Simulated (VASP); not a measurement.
OSZICAR of a VASP run on Al:

OSZICAR:
```
       N       E                     dE             d eps       ncg     rms          rms(c)
DAV:   1     0.204335303944E+03    0.20434E+03   -0.57565E+04  1032   0.974E+02
DAV:   2    -0.236255430094E+03   -0.44059E+03   -0.41404E+03  1230   0.138E+02
DAV:   3    -0.263533049507E+03   -0.27278E+02   -0.25949E+02  1255   0.281E+01
DAV:   4    -0.264108038484E+03   -0.57499E+00   -0.56707E+00  1176   0.429E+00
DAV:   5    -0.264117628203E+03   -0.95897E-02   -0.95718E-02  1200   0.572E-01    0.115E+01
DAV:   6    -0.263041579548E+03    0.10760E+01   -0.12446E-01  1159   0.744E-01    0.654E+00
DAV:   7    -0.262321257755E+03    0.72032E+00   -0.27963E-01  1120   0.107E+00    0.984E-01
DAV:   8    -0.262310844755E+03    0.10413E-01   -0.69174E-03  1216   0.168E-01    0.134E-01
DAV:   9    -0.262310788841E+03    0.55914E-04   -0.49666E-05  1207   0.152E-02    0.231E-02
DAV:  10    -0.262310751522E+03    0.37319E-04   -0.10234E-06  1184   0.262E-03    0.421E-02
DAV:  11    -0.262310754584E+03   -0.30619E-05   -0.24529E-07   727   0.999E-04    0.401E-03
DAV:  12    -0.262310754106E+03    0.47788E-06   -0.12496E-08   640   0.316E-04    0.294E-04
DAV:  13    -0.262310754262E+03   -0.15611E-06   -0.19344E-09   638   0.101E-04    0.209E-04
DAV:  14    -0.262310754273E+03   -0.11307E-07   -0.30049E-10   621   0.510E-05
   1 F= -.26231075E+03 E0= -.26232728E+03  d E =0.495783E-01
 Found     1 degrees of freedom:
       N       E                     dE             d eps       ncg     rms          rms(c)
DAV:   1    -0.262310222433E+03    0.53183E-03   -0.26447E-02  1585   0.385E-01    0.540E-02
DAV:   2    -0.262310200479E+03    0.21954E-04   -0.10184E-03  1712   0.756E-02    0.322E-02
DAV:   3    -0.262310192393E+03    0.80861E-05   -0.44572E-05  1750   0.148E-02    0.184E-02
DAV:   4    -0.262310189977E+03    0.24159E-05   -0.69902E-06  1727   0.521E-03    0.826E-03
DAV:   5    -0.262310189869E+03    0.10807E-06   -0.10501E-06  1774   0.210E-03    0.220E-03
DAV:   6    -0.262310189874E+03   -0.43647E-08   -0.52179E-08   901   0.515E-04
   2 F= -.26231019E+03 E0= -.26232671E+03  d E =0.495620E-01
       N       E                     dE             d eps       ncg     rms          rms(c)
DAV:   1    -0.262310358118E+03   -0.16825E-03   -0.94676E-02  1581   0.674E-01    0.102E-01
DAV:   2    -0.262310231563E+03    0.12656E-03   -0.37534E-03  1720   0.143E-01    0.624E-02
DAV:   3    -0.262310199221E+03    0.32342E-04   -0.17952E-04  1783   0.294E-02    0.345E-02
DAV:   4    -0.262310190220E+03    0.90008E-05   -0.27513E-05  1736   0.104E-02    0.151E-02
DAV:   5    -0.262310189868E+03    0.35193E-06   -0.37266E-06  1799   0.401E-03    0.417E-03
DAV:   6    -0.262310189876E+03   -0.75615E-08   -0.18586E-07  1184   0.962E-04
   3 F= -.26231019E+03 E0= -.26232671E+03  d E =0.495620E-01
```

Q: Which electronic solver shows in the log?

A: It is blocked Davidson (ALGO = Normal, or the opening steps of other solvers). The INCAR had ALGO = Normal.

Q: Can the final energy be trusted as converged?

A: Self-consistency was reached. It stopped with EDIFF = 1E-7, NELM = 100 (PBEsol GGA, plane waves, VASP's PBE PAW potentials (set 64)).

The cell is a supercell, built from Al (fcc).
